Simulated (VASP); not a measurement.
Energy against volume of SrTiO₃ (cubic perovskite). These are PBE GGA, VASP's PBE PAW potentials (set 64) (plane waves; VASP) values and carry that method's errors.

```tsv
V (Å³/atom)	E (eV/atom)
11.508	-7.99376
11.876	-8.01415
12.243	-8.02077
12.610	-8.01569
12.978	-8.00065
```

Fit a third-order Birch-Murnaghan equation of state.

volume per atom: 12.26 Å³/atom
bulk modulus: 169 GPa
pressure derivative of the bulk modulus: 4.40
lattice constant a: 3.943 Å

Measured: a 3.890 Å at 0 K (computed value off by +1.4 %), as given by D. I. Bilc et al., Physical Review B (2008), arXiv:0805.0753 [cubic phase extrapolated to 0 K].

The compound is SrTiO3 in the cubic perovskite structure, the ideal cubic form; the compound distorts at low or room temperature. It was relaxed first.
